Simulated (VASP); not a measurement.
Input:

```yaml
crystal:
  lattice:
    - [2.60835, -4.51779, 0.00000]
    - [2.60835, 4.51779, 0.00000]
    - [0.00000, 0.00000, 4.16499]
  atoms:
    - { symbol: Co, position: [0.50000, 0.00000, 0.00000] }
    - { symbol: Co, position: [0.50000, 0.50000, 0.00000] }
    - { symbol: Co, position: [0.00000, 0.50000, 0.00000] }
    - { symbol: Sn, position: [0.00000, 0.00000, 0.00000] }
    - { symbol: Sn, position: [0.33333, 0.66667, 0.50000] }
    - { symbol: Sn, position: [0.66667, 0.33333, 0.50000] }
```

The numbers are results of PBEsol GGA, VASP's PBE PAW potentials (set 64) (plane waves; VASP), not measurements. Settings: 400 eV cut-off, Gaussian smearing of 0.050 eV, potentials Co Sn_d.

Unless said otherwise, spin-orbit coupling is left out, though it shifts the bands of the heavy elements here.

**Question.** Predict the band gap (along the path) with the smallest direct gap where there is one.

**Answer.** 
```
Property                                                      Value
-------------------------  ----------------------------------------
band gap (along the path)  none (metal, semimetal or under 0.01 eV)
```

Only differences to runs with the same potentials and settings are physical.

The compound is CoSn in the sg191 structure. It was relaxed first. The run is not spin-polarised, so no magnetic state was tried. The electron count is odd and the run is not spin-polarised, which forces a metal.
